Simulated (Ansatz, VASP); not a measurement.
# La2O3 in two plane-wave programs, part 2 of 3

One calculation is typed for both programs; each brings its own data sets. How far apart do they land? The cell is taken from a series of runs on this material, whose earlier steps may have relaxed, scaled, displaced or heated it; both programs get it as it stands.

VASP 6.6.1 and Ansatz 0.2.0.

So far: The starting structure; VASP: zone-centre phonons, LDA.

## (2) VASP: zone-centre phonons, LDA (continued)

Level of this step: LDA; plane waves and PAW (O, La) (VASP).

From OUTCAR (step 2):

```text
ion  position               nearest neighbor table
   1  0.667  0.333  0.347-   5 2.30   5 2.30   5 2.30   4 2.33
   2  0.333  0.667  0.653-   4 2.30   4 2.30   4 2.30   5 2.33
   3  0.000  0.000  0.000-   4 2.58   5 2.58   4 2.58   5 2.58   4 2.58   5 2.58
   4  0.667  0.333  0.764-   2 2.30   2 2.30   2 2.30   1 2.33   3 2.58   3 2.58   3 2.58   5 3.45
                             5 3.45   5 3.45
   5  0.333  0.667  0.236-   1 2.30   1 2.30   1 2.30   2 2.33   3 2.58   3 2.58   3 2.58   4 3.45
                             4 3.45   4 3.45

  LATTYP: Found a hexagonal cell.
 ALAT       =     3.8411013055
 C/A-ratio  =     1.4566292545

 Subroutine GETGRP returns: Found 12 space group operations
 (whereof 12 operations were pure point group operations)

The static configuration has the point symmetry D_3d.

 Found     43 irreducible k-points:

   k-points           NKPTS =     43   k-points in BZ     NKDIM =     43   number of bands    NBANDS=     26

   dimension x,y,z NGX =    32 NGY =   32 NGZ =   48
   dimension x,y,z NGXF=    64 NGYF=   64 NGZF=   96

   ENCUT  =  600.0 eV  44.10 Ry    6.64 a.u.   7.67  7.67 11.17*2*pi/ulx,y,z

   NELECT =      40.0000    total number of electrons

 k-points in reciprocal lattice and weights: Automatic mesh
   0.00000000  0.00000000  0.00000000       0.003
   0.11111111  0.00000000  0.00000000       0.019
   0.22222222  0.00000000  0.00000000       0.019
   0.33333333  0.00000000  0.00000000       0.019
   0.44444444  0.00000000  0.00000000       0.019
   0.11111111  0.11111111  0.00000000       0.019
   0.22222222  0.11111111  0.00000000       0.037
   0.33333333  0.11111111  0.00000000       0.037
   0.44444444  0.11111111  0.00000000       0.019
[...]
0.33333333  0.22222222  0.50000000       0.037
   0.33333333  0.33333333  0.50000000       0.006

 average (electrostatic) potential at core
       1 -66.9437       2 -66.9437       3 -66.3790       4 -93.0487       5 -93.0487

 Eigenvectors and eigenvalues of the dynamical matrix
 ----------------------------------------------------

   1 f  =   14.254626 THz    89.564458 2PiTHz  475.483148 cm-1    58.952370 meV
             X         Y         Z           dx          dy          dz
      1.920551  1.108830  1.940721     0.000000    0.000000   -0.542925
     -0.000000  2.217661  3.654340    -0.000000   -0.000000   -0.542925
      0.000000  0.000000  0.000000    -0.000000   -0.000000    0.631299
      1.920551  1.108830  4.274063     0.000000    0.000000    0.077226
     -0.000000  2.217661  1.320998    -0.000000   -0.000000    0.077226

   2 f  =   13.249446 THz    83.248725 2PiTHz  441.953948 cm-1    54.795281 meV
             X         Y         Z           dx          dy          dz
      1.920551  1.108830  1.940721    -0.354800    0.599311    0.000000
     -0.000000  2.217661  3.654340     0.354800   -0.599311   -0.000000
      0.000000  0.000000  0.000000     0.000000   -0.000000   -0.000000
      1.920551  1.108830  4.274063    -0.062274    0.105190   -0.000000
     -0.000000  2.217661  1.320998     0.062274   -0.105190   -0.000000

   3 f  =   13.249446 THz    83.248725 2PiTHz  441.953948 cm-1    54.795281 meV
             X         Y         Z           dx          dy          dz
      1.920551  1.108830  1.940721     0.599311    0.354800    0.000000
     -0.000000  2.217661  3.654340    -0.599311   -0.354800    0.000000
      0.000000  0.000000  0.000000    -0.000000   -0.000000   -0.000000
      1.920551  1.108830  4.274063     0.105190    0.062274   -0.000000
     -0.000000  2.217661  1.320998    -0.105190   -0.062274   -0.000000

   4 f  =   12.606241 THz    79.207349 2PiTHz  420.498941 cm-1    52.135201 meV
             X         Y         Z           dx          dy          dz
      1.920551  1.108830  1.940721    -0.322842    0.545327    0.000000
     -0.000000  2.217661  3.654340    -0.322842    0.545327   -0.000000
      0.000000  0.000000  0.000000     0.198979   -0.336105    0.000000
      1.920551  1.108830  4.274063     0.075753   -0.127959    0.000000
     -0.000000  2.217661  1.320998     0.075753   -0.127959   -0.000000

   5 f  =   12.606241 THz    79.207349 2PiTHz  420.498941 cm-1    52.135201 meV
             X         Y         Z           dx          dy          dz
      1.920551  1.108830  1.940721    -0.545327   -0.322842    0.000000
     -0.000000  2.217661  3.654340    -0.545327   -0.322842   -0.000000
      0.000000  0.000000  0.000000     0.336105    0.198979    0.000000
      1.920551  1.108830  4.274063     0.127959    0.075753   -0.000000
     -0.000000  2.217661  1.320998     0.127959    0.075753   -0.000000

   6 f  =   12.526233 THz    78.704643 2PiTHz  417.830156 cm-1    51.804314 meV
             X         Y         Z           dx          dy          dz
      1.920551  1.108830  1.940721     0.000000   -0.000000    0.701928
     -0.000000  2.217661  3.654340     0.000000   -0.000000   -0.701928
      0.000000  0.000000  0.000000    -0.000000    0.000000    0.000000
      1.920551  1.108830  4.274063    -0.000000    0.000000    0.085424
     -0.000000  2.217661  1.320998    -0.000000    0.000000   -0.085424

   7 f  =    8.266997 THz    51.943072 2PiTHz  275.757327 cm-1    34.189536 meV
             X         Y         Z           dx          dy          dz
      1.920551  1.108830  1.940721    -0.113034    0.190931    0.000000
     -0.000000  2.217661  3.654340    -0.113034    0.190931    0.000000
      0.000000  0.000000  0.000000    -0.455070    0.768678    0.000000
      1.920551  1.108830  4.274063     0.115936   -0.195832   -0.000000
     -0.000000  2.217661  1.320998     0.115936   -0.195832    0.000000

   8 f  =    8.266997 THz    51.943072 2PiTHz  275.757327 cm-1    34.189536 meV
             X         Y         Z           dx          dy          dz
      1.920551  1.108830  1.940721     0.190931    0.113034   -0.000000
     -0.000000  2.217661  3.654340     0.190931    0.113034    0.000000
      0.000000  0.000000  0.000000     0.768678    0.455070   -0.000000
      1.920551  1.108830  4.274063    -0.195832   -0.115936    0.000000
     -0.000000  2.217661  1.320998    -0.195832   -0.115936   -0.000000

   9 f  =    7.572653 THz    47.580385 2PiTHz  252.596528 cm-1    31.317964 meV
             X         Y         Z           dx          dy          dz
      1.920551  1.108830  1.940721     0.000000   -0.000000    0.395136
     -0.000000  2.217661  3.654340     0.000000   -0.000000    0.395136
      0.000000  0.000000  0.000000     0.000000   -0.000000    0.743273
      1.920551  1.108830  4.274063    -0.000000    0.000000   -0.260077
     -0.000000  2.217661  1.320998     0.000000   -0.000000   -0.260077

  10 f  =    6.753522 THz    42.433630 2PiTHz  225.273245 cm-1    27.930310 meV
             X         Y         Z           dx          dy          dz
      1.920551  1.108830  1.940721     0.000000   -0.000000    0.085424
     -0.000000  2.217661  3.654340     0.000000   -0.000000   -0.085424
      0.000000  0.000000  0.000000     0.000000   -0.000000   -0.000000
      1.920551  1.108830  4.274063    -0.000000    0.000000   -0.701928
     -0.000000  2.217661  1.320998     0.000000   -0.000000    0.701928

  11 f  =    3.679143 THz    23.116736 2PiTHz  122.722994 cm-1    15.215705 meV
             X         Y         Z           dx          dy          dz
      1.920551  1.108830  1.940721     0.062271   -0.105191   -0.000000
     -0.000000  2.217661  3.654340    -0.062271    0.105191   -0.000000
      0.000000  0.000000  0.000000     0.000000    0.000000   -0.000000
      1.920551  1.108830  4.274063    -0.354786    0.599319    0.000000
     -0.000000  2.217661  1.320998     0.354786   -0.599319   -0.000000

  12 f  =    3.679143 THz    23.116736 2PiTHz  122.722994 cm-1    15.215705 meV
             X         Y         Z           dx          dy          dz
      1.920551  1.108830  1.940721    -0.105191   -0.062271    0.000000
     -0.000000  2.217661  3.654340     0.105191    0.062271    0.000000
      0.000000  0.000000  0.000000    -0.000000    0.000000    0.000000
      1.920551  1.108830  4.274063     0.599319    0.354786    0.000000
     -0.000000  2.217661  1.320998    -0.599319   -0.354786    0.000000

  13 f/i=    0.002319 THz     0.014570 2PiTHz    0.077348 cm-1     0.009590 meV
             X         Y         Z           dx          dy          dz
      1.920551  1.108830  1.940721     0.000000   -0.000000   -0.221587
     -0.000000  2.217661  3.654340     0.000000   -0.000000   -0.221587
      0.000000  0.000000  0.000000     0.000000   -0.000000   -0.221375
      1.920551  1.108830  4.274063     0.000000   -0.000000   -0.652990
     -0.000000  2.217661  1.320998     0.000000   -0.000000   -0.652990

  14 f/i=    0.007544 THz     0.047401 2PiTHz    0.251646 cm-1     0.031200 meV
             X         Y         Z           dx          dy          dz
      1.920551  1.108830  1.940721    -0.133648   -0.176913   -0.000000
     -0.000000  2.217661  3.654340    -0.133648   -0.176913   -0.000000
      0.000000  0.000000  0.000000    -0.134090   -0.177498   -0.000000
      1.920551  1.108830  4.274063    -0.393470   -0.520844   -0.000000
     -0.000000  2.217661  1.320998    -0.393470   -0.520844   -0.000000

  15 f/i=    0.007544 THz     0.047401 2PiTHz    0.251646 cm-1     0.031200 meV
             X         Y         Z           dx          dy          dz
      1.920551  1.108830  1.940721    -0.176913    0.133648   -0.000000
     -0.000000  2.217661  3.654340    -0.176913    0.133648   -0.000000
      0.000000  0.000000  0.000000    -0.177498    0.134090   -0.000000
      1.920551  1.108830  4.274063    -0.520844    0.393470   -0.000000
     -0.000000  2.217661  1.320998    -0.520844    0.393470   -0.000000

 MACROSCOPIC STATIC DIELECTRIC TENSOR IONIC CONTRIBUTION
 ------------------------------------------------------
          13.719391    -0.000000     0.000000
          -0.000000    13.719391     0.000000
           0.000000     0.000000    15.435545
 ------------------------------------------------------

 ELASTIC MODULI CONTR FROM IONIC RELAXATION (kBar)
 Direction    XX          YY          ZZ          XY          YZ          ZX
 --------------------------------------------------------------------------------
 XX        -520.3817    315.0508    -12.5378      0.0000    190.5504     -0.0000
 YY         315.0508   -520.3817    -12.5378      0.0000   -190.5504      0.0000
 ZZ         -12.5378    -12.5378   -697.9426      0.0000      0.0000     -0.0000
 XY           0.0000      0.0000      0.0000   -417.7163      0.0000    198.1075
 YZ         190.5504   -190.5504      0.0000      0.0000    -87.0039      0.0000
 ZX          -0.0000      0.0000     -0.0000    198.1075      0.0000    -93.9571
 --------------------------------------------------------------------------------

 PIEZOELECTRIC TENSOR IONIC CONTR  for field in x, y, z        (C/m^2)
          XX          YY          ZZ          XY          YZ          ZX
  --------------------------------------------------------------------------------
  x    -0.00000    -0.00000     0.00000    -0.00000    -0.00000     0.00000
  y    -0.00000     0.00000    -0.00000    -0.00000     0.00000     0.00000
  z    -0.00000    -0.00000    -0.00000    -0.00000     0.00000     0.00000
```

(Continued in part 3 of 3.)

[Lines on the potential files, build, host, timing and source positions are cut from VASP's logs without a mark.]

[Logs are printed without paths, hosts, clocks, repeated set-up lines and the standing remarks that a program may print on its own settings, such as how far it seeks lower states.]

[Hosts, paths, dates, database ids (printed as entryN), source tags and the programs' standing remarks are cut or masked in the printed files.]
